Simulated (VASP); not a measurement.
Runs of VASP 6.6.1 on MgB2. It takes space group P6/mmm (No. 191, hexagonal). The conventional cell has a = 3.061 Å, b = 3.061 Å, c = 3.506 Å, α = 90.00°, β = 90.00°, γ = 120.00°. Mg (site symmetry 6/mmm) has 12 B at 2.49 Å as nearest neighbours. B (site symmetry -6m2) is surrounded by 3 B at 1.77 Å. 

| task | level | potentials or basis | cell | cutoff (eV) | k mesh for the DOS | occupations for the DOS | pressure (GPa) |
| --- | --- | --- | --- | --- | --- | --- | --- |
| band structure | PBE | VASP PAW PBE potentials, release 64 (Mg, B) | P6/mmm, 9.48 Å³/atom | 520 | - | - | 2.0 |
| relaxation of cell and atoms | PBEsol | VASP PAW PBE potentials, release 64 (Mg, B) | relaxed | 600 | - | - | 0.0 |
| band structure | LDA | VASP PAW LDA potentials, release 64 (Mg, B) | P6/mmm, 9.48 Å³/atom | 520 | - | - | (a) |
| band structure | r2SCAN | VASP PAW PBE potentials, release 64 (Mg, B) | P6/mmm, 9.48 Å³/atom | 520 | - | - | 0.7 |

Alike in all rows: no spin polarisation; k mesh 15 × 15 × 10; smearing methfessel-paxton 0.1 eV.

Problem. Fill in the values left out.

Solution. (a) -5.2.

Caveats: the PAW data sets were made with another functional, which shifts forces and pressure a little (some runs).
